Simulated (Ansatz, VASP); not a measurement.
**Cross-check of ZnS (Wurtzite-2H) between VASP and Ansatz**

Wanted: the spread between two codes on one cell, functional and k mesh. The cell is taken from a series of runs on this material, whose earlier steps may have relaxed, scaled, displaced or heated it; both programs get it as it stands.

Method: plane waves, with VASP 6.6.1 beside it; zone-centre phonons at PBE, in Ansatz 0.2.0.

### Step 1. The starting structure

It takes space group P6_3mc (No. 186, hexagonal). Conventional cell: a = 3.871 Å, b = 3.871 Å, c = 6.345 Å, α = 90.00°, β = 90.00°, γ = 120.00°. Nearest to S lie 4 Zn at 2.37 to 2.38 Å. Nearest to Zn lie 4 S at 2.37 to 2.38 Å. Farther neighbours and most contacts between anions are not listed.

### Step 2. VASP: zone-centre phonons, PBE

Second derivatives magnify differences that forces hide, and they need a tight electronic threshold.

Lines of VASP's logs that name or quote its potential files are left out, and so is its time.

Contents of INCAR:

```
SYSTEM = ZnS
PREC = Accurate
ENCUT = 500
EDIFF = 1E-08
NELM = 120
ISMEAR = 0
SIGMA = 0.01
LREAL = .FALSE.
ALGO = Normal
GGA = PE
NBANDS = 24
LORBIT = 11
LWAVE = .FALSE.
LCHARG = .FALSE.
ISIF = 2
IBRION = 8
LEPSILON = .TRUE.
LASPH = .TRUE.
GGA_COMPAT = .FALSE.
EFERMI = MIDGAP
KPAR = 2
```

Contents of POSCAR:

```
ZnS
1.0
    3.8713444076      0.0000000000      0.0000000000
   -1.9356722038      3.3526826038      0.0000000000
    0.0000000000      0.0000000000      6.3453540147
S Zn
2 2
Direct
    0.3333333333      0.6666666667      0.3798499714
    0.6666666667      0.3333333333      0.8798499714
    0.3333333333      0.6666666667      0.0051500286
    0.6666666667      0.3333333333      0.5051500286
```

Contents of KPOINTS:

```
Automatic mesh
0
Gamma
12 12 8
0 0 0
```

Potentials, in the order of the species: S and Zn (PBE family, release 64).

Started as:

```bash
$ mpirun -np 2 vasp_std
```

Numbers of over 12 decimals in the logs are rounded to 6 here.

Output:

```text
[banner, memory and clock lines left out]
running    2 mpi-ranks, on    1 nodes
 distrk:  each k-point on    1 cores,    2 groups
 distr:  one band on    1 cores,    1 groups

 POSCAR found type information on POSCAR S Zn
 POSCAR found :  2 types and       4 ions
 LDA part: xc-table for (Slater+PW92), standard interpolation
 POSCAR, INCAR and KPOINTS ok, starting setup
 FFT: planning ... GRIDC
 FFT: planning ... GRID_SOFT
 FFT: planning ... GRID
 WAVECAR not read
 entering main loop
       N       E                     dE             d eps       ncg     rms          rms(c)
DAV:   1     0.230207957761E+03    0.23021E+03   -0.16916E+04  4560   0.173E+03
DAV:   2     0.651968791262E+01   -0.22369E+03   -0.21622E+03  4848   0.353E+02
DAV:   3    -0.141227675219E+02   -0.20642E+02   -0.20533E+02  5720   0.109E+02
DAV:   4    -0.145364276400E+02   -0.41366E+00   -0.41340E+00  5416   0.160E+01
DAV:   5    -0.145440864100E+02   -0.76588E-02   -0.76581E-02  5824   0.205E+00    0.903E+00
DAV:   6    -0.136839762065E+02    0.86011E+00   -0.18472E+00  7048   0.390E+01    0.707E+00
DAV:   7    -0.136965542437E+02   -0.12578E-01   -0.14691E+00  5344   0.689E+00    0.329E+00
DAV:   8    -0.136873657010E+02    0.91885E-02   -0.69229E-02  6056   0.329E+00    0.968E-01
DAV:   9    -0.136879567879E+02   -0.59109E-03   -0.12125E-02  6464   0.201E+00    0.237E-01
DAV:  10    -0.136881368093E+02   -0.18002E-03   -0.11433E-03  5368   0.369E-01    0.117E-01
DAV:  11    -0.136883856738E+02   -0.24886E-03   -0.46478E-04  5216   0.130E-01    0.987E-02
DAV:  12    -0.136883817417E+02    0.39321E-05   -0.13024E-05  5696   0.382E-02    0.905E-03
DAV:  13    -0.136883847358E+02   -0.29941E-05   -0.44094E-06  5336   0.166E-02    0.436E-03
DAV:  14    -0.136883848125E+02   -0.76678E-07   -0.31329E-07  5696   0.405E-03    0.212E-03
DAV:  15    -0.136883848218E+02   -0.93100E-08   -0.13484E-08  4424   0.767E-04
   1 F= -.13688385E+02 E0= -.13688385E+02  d E =0.000000E+00
 Linear response reoptimize wavefunctions to high precision
DAV:   1    -0.136883848218E+02   -0.86402E-11   -0.70248E-09  4912   0.113E-03
DAV:   2    -0.136883848219E+02   -0.61846E-10   -0.89536E-10  3584   0.241E-04
 Linear response G [H, r] |phi>, progress :
  Direction:   1
       N       E                     dE             d eps       ncg     rms
RMM:   1    -0.836428880159E+02   -0.83643E+02    0.41260E+02  8592   0.889E+01
RMM:   2    -0.908562396958E+02   -0.72134E+01   -0.25034E+01  7562   0.322E+01
RMM:   3    -0.913487207081E+02   -0.49248E+00   -0.15352E+00  8130   0.797E+00
RMM:   4    -0.913643155729E+02   -0.15595E-01   -0.67189E-02  8290   0.162E+00
RMM:   5    -0.913654931665E+02   -0.11776E-02   -0.83350E-03  8368   0.417E-01
RMM:   6    -0.913656238239E+02   -0.13066E-03   -0.16623E-03  8493   0.120E-01
RMM:   7    -0.913656311178E+02   -0.72939E-05   -0.69461E-04  8636   0.382E-02
RMM:   8    -0.913656078343E+02    0.23284E-04   -0.28008E-04  8761   0.129E-02
RMM:   9    -0.913655949167E+02    0.12918E-04   -0.13242E-04  8765   0.504E-03
RMM:  10    -0.913655879087E+02    0.70080E-05   -0.16659E-04  7730   0.243E-03
RMM:  11    -0.913655856104E+02    0.22983E-05   -0.14996E-04  6459   0.147E-03
RMM:  12    -0.913655844059E+02    0.12045E-05   -0.13758E-04  5978   0.114E-03
RMM:  13    -0.913655844815E+02   -0.75594E-07   -0.13814E-04  5783   0.972E-04
RMM:  14    -0.913655842369E+02    0.24455E-06   -0.16432E-04  5661   0.948E-04
RMM:  15    -0.913655842730E+02   -0.36085E-07   -0.12082E-04  5557   0.899E-04
RMM:  16    -0.913655841843E+02    0.88676E-07   -0.12610E-04  5480   0.913E-04
 Linear response G [H, r] |phi>, progress :
  Direction:   2
       N       E                     dE             d eps       ncg     rms
RMM:   1    -0.973660167450E+02   -0.97366E+02    0.24734E+02  8740   0.861E+01
RMM:   2    -0.101457754323E+03   -0.40917E+01   -0.19986E+01  7510   0.308E+01
RMM:   3    -0.101917718309E+03   -0.45996E+00   -0.11423E+00  8134   0.722E+00
RMM:   4    -0.101937815754E+03   -0.20097E-01   -0.35324E-02  8191   0.148E+00
RMM:   5    -0.101940034994E+03   -0.22192E-02   -0.55895E-03  8329   0.400E-01
RMM:   6    -0.101940327932E+03   -0.29294E-03   -0.18966E-03  8448   0.117E-01
RMM:   7    -0.101940344889E+03   -0.16957E-04   -0.13786E-03  8626   0.381E-02
RMM:   8    -0.101940303472E+03    0.41417E-04   -0.77434E-04  8715   0.139E-02
RMM:   9    -0.101940265040E+03    0.38432E-04   -0.26115E-04  8770   0.560E-03
RMM:  10    -0.101940247352E+03    0.17688E-04   -0.96286E-05  7667   0.283E-03
RMM:  11    -0.101940235492E+03    0.11860E-04    0.44368E-05  6525   0.168E-03
RMM:  12    -0.101940230615E+03    0.48770E-05    0.89334E-05  5929   0.128E-03
RMM:  13    -0.101940228275E+03    0.23405E-05    0.10776E-04  5687   0.111E-03
RMM:  14    -0.101940226995E+03    0.12801E-05    0.13694E-04  5521   0.107E-03
RMM:  15    -0.101940226972E+03    0.22469E-07    0.11226E-04  5433   0.103E-03
[...]
RMM:  13    -0.119118020576E+01    0.11111E-07    0.59492E-08 20091   0.130E-04    0.117E-05
RMM:  14    -0.119117947567E+01    0.73009E-06    0.81082E-08 13816   0.691E-05    0.387E-06
 change of polarisation eV/A/(eV/A) component  1 :     2.197    -0.107     0.000
 dielectric tensor                  component  1 :     5.826    -0.234     0.000
 Linear response to external field, progress :
  Direction:   2
[...]
change of polarisation eV/A/(eV/A) component  3 :    -0.227    -0.220     2.245
 dielectric tensor                  component  3 :    -0.498    -0.483     5.932
 Linear response DOF=           4
 Linear response progress:
  Degree of freedom:   1/  4
       N       E                     dE             d eps       ncg     rms          rms(c)
RMM:   1    -0.108385671625E+00   -0.10839E+00    0.44960E-02 70455   0.188E+00
RMM:   2    -0.105420434351E+00    0.29652E-02   -0.61235E-03 43125   0.590E-01    0.155E-01
RMM:   3    -0.105855236221E+00   -0.43480E-03   -0.40997E-04 48612   0.136E-01    0.741E-02
RMM:   4    -0.106272986376E+00   -0.41775E-03   -0.72684E-05 48187   0.467E-02    0.189E-02
RMM:   5    -0.106359575714E+00   -0.86589E-04   -0.66664E-06 50124   0.142E-02    0.944E-03
RMM:   6    -0.106339024802E+00    0.20551E-04   -0.94398E-07 49881   0.448E-03    0.384E-03
RMM:   7    -0.106350172498E+00   -0.11148E-04   -0.64627E-08 47336   0.183E-03    0.503E-04
RMM:   8    -0.106347858785E+00    0.23137E-05   -0.37886E-08 50280   0.573E-04    0.105E-04
RMM:   9    -0.106346610046E+00    0.12487E-05    0.17706E-08 48169   0.242E-04    0.746E-05
RMM:  10    -0.106347073607E+00   -0.46356E-06   -0.19755E-08 49275   0.850E-05    0.166E-05
RMM:  11    -0.106347353324E+00   -0.27972E-06    0.10978E-08 49262   0.430E-05    0.905E-06
RMM:  12    -0.106347297510E+00    0.55813E-07    0.17545E-08 51107   0.176E-05    0.154E-06
RMM:  13    -0.106347303379E+00   -0.58690E-08    0.14287E-09 44441   0.847E-06    0.195E-06
 first order change of Fermi-energy  -0.84821E-01
 force on displaced ion       1 direction 1 :  -5.669   0.000   0.000
 Born effective charge ion    1 direction 1 :  -2.005  -0.000  -0.000
 Linear response progress:
  Degree of freedom:   2/  4
       N       E                     dE             d eps       ncg     rms          rms(c)
RMM:   1    -0.126590589430E+00   -0.12659E+00    0.54329E-02 16326   0.190E+00
RMM:   2    -0.122851153730E+00    0.37394E-02   -0.66199E-03  9557   0.660E-01    0.171E-01
RMM:   3    -0.123097466757E+00   -0.24631E-03   -0.67667E-04 11009   0.163E-01    0.821E-02
RMM:   4    -0.123347353588E+00   -0.24989E-03   -0.82316E-05 10145   0.568E-02    0.282E-02
RMM:   5    -0.123398387458E+00   -0.51034E-04   -0.13173E-05 11138   0.202E-02    0.874E-03
RMM:   6    -0.123388382613E+00    0.10005E-04    0.34593E-10 11336   0.439E-03    0.479E-03
RMM:   7    -0.123392664101E+00   -0.42815E-05    0.12966E-07 11229   0.165E-03    0.955E-04
RMM:   8    -0.123393275691E+00   -0.61159E-06    0.11836E-07 10254   0.809E-04    0.217E-04
RMM:   9    -0.123393372802E+00   -0.97111E-07   -0.11285E-08 11193   0.266E-04    0.751E-05
RMM:  10    -0.123393480344E+00   -0.10754E-06    0.25193E-08 11597   0.806E-05    0.370E-05
RMM:  11    -0.123393452388E+00    0.27956E-07    0.25490E-08 11195   0.323E-05    0.119E-05
RMM:  12    -0.123393441029E+00    0.11359E-07    0.35884E-09 10554   0.239E-05    0.459E-06
RMM:  13    -0.123393461663E+00   -0.20634E-07    0.15789E-08 11246   0.102E-05    0.142E-06
RMM:  14    -0.123393472769E+00   -0.11106E-07    0.80690E-09 10028   0.700E-06    0.492E-07
RMM:  15    -0.123393471201E+00    0.15676E-08    0.12209E-08  8355   0.543E-06    0.153E-07
 first order change of Fermi-energy  -0.71907E-01
 force on displaced ion       1 direction 3 :   0.000  -0.000  -8.150
 Born effective charge ion    1 direction 3 :   0.000  -0.000  -2.106
 Linear response progress:
  Degree of freedom:   3/  4
       N       E                     dE             d eps       ncg     rms          rms(c)
RMM:   1    -0.212239441035E+00   -0.21224E+00   -0.15699E-02 41575   0.179E+00
RMM:   2    -0.210079281563E+00    0.21602E-02   -0.34777E-03 43652   0.380E-01    0.114E-01
RMM:   3    -0.209798482213E+00    0.28080E-03   -0.92119E-05 50083   0.617E-02    0.671E-02
RMM:   4    -0.209395730193E+00    0.40275E-03   -0.15282E-05 49680   0.260E-02    0.360E-03
RMM:   5    -0.209376478814E+00    0.19251E-04   -0.28044E-06 51075   0.415E-03    0.176E-03
RMM:   6    -0.209369079728E+00    0.73991E-05   -0.10541E-06 50301   0.263E-03    0.427E-04
RMM:   7    -0.209369732542E+00   -0.65281E-06   -0.51187E-07 51773   0.525E-04    0.193E-04
RMM:   8    -0.209369041289E+00    0.69125E-06   -0.28783E-07 50011   0.421E-04    0.376E-05
RMM:   9    -0.209368934589E+00    0.10670E-06   -0.11641E-07 52025   0.871E-05    0.250E-05
RMM:  10    -0.209368952390E+00   -0.17801E-07   -0.26951E-08 50156   0.526E-05    0.501E-06
RMM:  11    -0.209368964704E+00   -0.12314E-07   -0.26525E-08 51970   0.154E-05    0.289E-06
RMM:  12    -0.209368982745E+00   -0.18040E-07   -0.47290E-09 47437   0.994E-06    0.833E-07
RMM:  13    -0.209368984893E+00   -0.21482E-08   -0.43069E-10 39040   0.597E-06    0.292E-07
 first order change of Fermi-energy  -0.15045E+00
 force on displaced ion       3 direction 1 :  -4.935  -0.000  -0.000
 Born effective charge ion    3 direction 1 :   2.005  -0.000   0.000
 Linear response progress:
  Degree of freedom:   4/  4
       N       E                     dE             d eps       ncg     rms          rms(c)
RMM:   1    -0.217901062986E+00   -0.21790E+00   -0.12453E-02  9397   0.180E+00
RMM:   2    -0.215526856419E+00    0.23742E-02   -0.34837E-03 10000   0.395E-01    0.134E-01
RMM:   3    -0.215118331583E+00    0.40852E-03   -0.14375E-04 11195   0.763E-02    0.717E-02
RMM:   4    -0.214695826064E+00    0.42251E-03   -0.33713E-05 11168   0.407E-02    0.197E-02
RMM:   5    -0.214570735560E+00    0.12509E-03   -0.68254E-06 11323   0.200E-02    0.724E-03
RMM:   6    -0.214574184909E+00   -0.34493E-05    0.56205E-06 11238   0.542E-03    0.445E-03
RMM:   7    -0.214581524124E+00   -0.73392E-05    0.75951E-07 10775   0.291E-03    0.387E-04
RMM:   8    -0.214582205414E+00   -0.68129E-06    0.87301E-07 10952   0.727E-04    0.187E-04
RMM:   9    -0.214582621453E+00   -0.41604E-06   -0.21346E-07 11440   0.313E-04    0.490E-05
RMM:  10    -0.214582663960E+00   -0.42507E-07   -0.16840E-07 11680   0.123E-04    0.350E-05
RMM:  11    -0.214582698975E+00   -0.35014E-07   -0.45377E-08 11680   0.378E-05    0.101E-05
RMM:  12    -0.214582763953E+00   -0.64979E-07    0.13639E-08 11105   0.255E-05    0.301E-06
RMM:  13    -0.214582770548E+00   -0.65947E-08   -0.85598E-09 10953   0.106E-05    0.111E-06
 first order change of Fermi-energy   0.71818E-01
 force on displaced ion       3 direction 3 :  -0.000  -0.000  -6.603
 Born effective charge ion    3 direction 3 :  -0.000  -0.000   2.106
 Born effective charges drift removed
 Linear response finished
```

[end of part 1 of 3]

[Lines on the potential files, build, host, timing and source positions are cut from VASP's logs without a mark.]

[Logs are printed without paths, hosts, clocks, repeated set-up lines and the standing remarks that a program may print on its own settings, such as how far it seeks lower states.]

[Hosts, paths, dates, database ids (printed as entryN), source tags and the programs' standing remarks are cut or masked in the printed files.]
